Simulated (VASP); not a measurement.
Wanted: the native input for a VASP 6.6.1 run.

- Task: single point
- Functional: PBE
- Potentials or basis: VASP PAW PBE potentials, release 64 (Si, F)
- Cutoff: 520 eV
- k mesh: 12 × 12 × 6
- Occupations: gaussian, width 0.1 eV
- Spin: no spin polarisation
- Dipole correction: no
- Further INCAR settings: ALGO = Fast; EDIFF = 1e-06; NBANDS = 32

The structure of SiF lies in POSCAR:

```
SiF
1.0
    4.0277585916      0.0000000000      0.0000000000
   -2.0138792958      3.4881412607      0.0000000000
    0.0000000000      0.0000000000      8.0556233901
Si F
4 4
Direct
    0.6666666667      0.3333333333      0.0953717659
    0.6666666667      0.3333333333      0.4046282341
    0.3333333333      0.6666666667      0.5953717659
    0.3333333333      0.6666666667      0.9046282341
    0.0000000000      0.0000000000      0.0000000000
    0.3333333333      0.6666666667      0.2500000000
    0.0000000000      0.0000000000      0.5000000000
    0.6666666667      0.3333333333      0.7500000000
```

The cell was built by a generator and needn't be a form met in nature.

One way to write it, as run:

INCAR

```
SYSTEM = SiF
PREC = Accurate ; ENCUT = 520
EDIFF = 1E-6 ; ISMEAR = 0
SIGMA = 0.1 ; LREAL = .FALSE.
LASPH = .TRUE. ; NELM = 100
ALGO = Fast ; ISIF = 2
LWAVE = .FALSE. ; LCHARG = .FALSE.
GGA = PE ; NBANDS = 32
```

KPOINTS

```
Automatic mesh
0
G
  12 12 6
  0 0 0
```

Potentials or basis: VASP PAW PBE potentials, release 64 (Si, F).

Launch:

```console
$ cat potpaw_PBE.64/Si/POTCAR potpaw_PBE.64/F/POTCAR > POTCAR
$ mpirun -np 1 vasp_std > vasp.out
```

Results of the run:

The pressure is -0.2 GPa. The largest force is 0.004 eV/Å. The band gap on the k mesh is none (metal or under the smearing width).

It took 4.6 min on 1 thread of Intel(R) Xeon(R) Platinum 8488C (Sapphire Rapids) (shared host), peak memory 0.34 GiB.
